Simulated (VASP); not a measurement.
Output of a VASP run:

OSZICAR:
```
       N       E                     dE             d eps       ncg     rms          rms(c)
DAV:   1     0.283255642825E+03    0.28326E+03   -0.19895E+04  1818   0.310E+03
DAV:   2    -0.184128015381E+02   -0.30167E+03   -0.29842E+03  2023   0.703E+02
DAV:   3    -0.723427204967E+02   -0.53930E+02   -0.52848E+02  2545   0.189E+02
DAV:   4    -0.748199358072E+02   -0.24772E+01   -0.24398E+01  2225   0.461E+01
DAV:   5    -0.749352673137E+02   -0.11533E+00   -0.11529E+00  2844   0.111E+01    0.181E+01
DAV:   6    -0.728151905083E+02    0.21201E+01   -0.13673E+00  2420   0.103E+01    0.941E+00
DAV:   7    -0.694676458627E+02    0.33475E+01   -0.10210E+00  2251   0.792E+00    0.112E+00
DAV:   8    -0.712665092179E+02   -0.17989E+01   -0.99371E-01  1857   0.604E+00    0.137E+00
DAV:   9    -0.713467114524E+02   -0.80202E-01   -0.11020E-01  2504   0.230E+00    0.491E-01
DAV:  10    -0.714277288691E+02   -0.81017E-01   -0.50352E-02  1986   0.212E+00    0.504E-01
DAV:  11    -0.713362025116E+02    0.91526E-01   -0.29456E-02  2168   0.151E+00    0.202E-01
DAV:  12    -0.713464220224E+02   -0.10220E-01   -0.67614E-03  2323   0.550E-01    0.165E-01
DAV:  13    -0.713458380015E+02    0.58402E-03   -0.30004E-04  2578   0.148E-01    0.175E-01
DAV:  14    -0.713424993301E+02    0.33387E-02   -0.15293E-03  2025   0.347E-01    0.288E-01
DAV:  15    -0.713478180879E+02   -0.53188E-02   -0.74953E-03  2218   0.812E-01    0.186E-01
DAV:  16    -0.713477687705E+02    0.49317E-04   -0.39343E-04  2812   0.213E-01    0.117E-01
DAV:  17    -0.713477584563E+02    0.10314E-04   -0.19443E-05  2299   0.307E-02    0.853E-02
DAV:  18    -0.713477611465E+02   -0.26902E-05   -0.14220E-05  2226   0.245E-02    0.697E-02
DAV:  19    -0.713477528628E+02    0.82837E-05   -0.44120E-05  2531   0.476E-02    0.200E-02
DAV:  20    -0.713477575102E+02   -0.46473E-05   -0.64068E-06  2394   0.177E-02    0.598E-03
DAV:  21    -0.713477583509E+02   -0.84075E-06   -0.15602E-06  1700   0.875E-03    0.270E-03
DAV:  22    -0.713477585230E+02   -0.17213E-06   -0.22837E-07  1833   0.376E-03    0.984E-04
DAV:  23    -0.713477577262E+02    0.79681E-06   -0.89441E-08  1155   0.298E-03    0.229E-03
DAV:  24    -0.713477580181E+02   -0.29184E-06   -0.64901E-08  1090   0.339E-03    0.545E-04
DAV:  25    -0.713477575621E+02    0.45600E-06   -0.18442E-08  1045   0.202E-03    0.224E-04
DAV:  26    -0.713477575388E+02    0.23319E-07   -0.77103E-09  1033   0.134E-03
   1 F= -.71347758E+02 E0= -.71348013E+02  d E =0.765429E-03
```

**OUTCAR**
```
------------------------ aborting loop because EDIFF is reached ----------------------------------------
  FORCE on cell =-STRESS in cart. coord.  units (eV):
  Direction    XX          YY          ZZ          XY          YZ          ZX
  --------------------------------------------------------------------------------------
  Total        0.4180036      0.4180036      2.2056208      0.0000000      0.0000000      0.0000000
  in kB        6.2812670      6.2812676     33.1434805      0.0000000      0.0000000      0.0000000
  external PRESSURE =      15.2353384 kB  Pullay stress =       0.0000000 kB
  volume of cell :      106.62
      direct lattice vectors                 reciprocal lattice vectors
     4.180030226  0.000000000  0.000000000     0.239232720  0.138121069  0.000000000
    -2.090015113  3.620012527  0.000000000     0.000000000  0.276242138  0.000000000
     0.000000000  0.000000000  7.046181391     0.000000000  0.000000000  0.141920843
 POSITION                                       TOTAL-FORCE (eV/Angst)
 -----------------------------------------------------------------------------------
      0.00000      0.00000      0.00000         0.000000      0.000000      0.000000
      2.09002      1.20667      2.62762         0.000000      0.000000     -0.111784
     -0.00000      2.41334      4.41856         0.000000     -0.000000      0.111784
      2.09002      1.20667      5.19730         0.000000     -0.000000      0.198092
     -0.00000      2.41334      1.84888        -0.000000      0.000000     -0.198092
 -----------------------------------------------------------------------------------
    total drift:                               -0.000000      0.000000      0.000000
  FREE ENERGIE OF THE ION-ELECTRON SYSTEM (eV)
  ---------------------------------------------------
  free  energy   TOTEN  =       -71.3477575388 eV

  energy  without entropy=      -71.3485229678  energy(sigma->0) =      -71.34801268
```
(Selected blocks of OUTCAR.)

POSCAR:
```
Eu(AlGe)2
1
    4.1800302258     0.0000000000     0.0000000000
   -2.0900151129     3.6200125268     0.0000000000
    0.0000000000     0.0000000000     7.0461813908
Eu Al Ge
1 2 2
Direct
  0.0000000000   0.0000000000   0.0000000000
  0.6666670000   0.3333330000   0.3729146070
  0.3333330000   0.6666670000   0.6270853930
  0.6666670000   0.3333330000   0.7376055542
  0.3333330000   0.6666670000   0.2623944458
```

### Question
Reconstruct the remaining input files.

### Answer
One answer among several that fit: the input of the run itself, r2SCAN meta-GGA, plane waves, VASP's PBE PAW potentials (set 64).

INCAR:
```
SYSTEM  =  Eu(AlGe)2
LMIXTAU  =  .True.
LREAL  =  .False.   # projection in real space or not
LMAXMIX  =  6
LASPH  =  .True.
EDIFF  =  1E-7
ALGO  =  Normal
LCHARG  =  .False.
ISMEAR  =  1   # Methfessel-Paxton
ISIF  =  2   # forces and stress, cell fixed
SIGMA  =  0.1
LWAVE  =  .False.
NELM  =  100   # most electronic steps
PREC  =  Accurate
ENCUT  =  480
METAGGA  =  R2SCAN
```

File KPOINTS:
```
Automatic mesh
0
Gamma
8 8 4
0 0 0
```

POTCAR, in this order: Eu_2 Al Ge_d (PBE.64 set). Program: vasp_std.

The 4f electrons are frozen in the core of the lanthanide potential, so 4f levels, which can set the real gap, and their magnetism are missing.

The structure comes from a computed database's Al2EuGe2 entry (P-3m1); how it stands against other phases isn't given here. This cell was strained or had an atom moved on purpose.
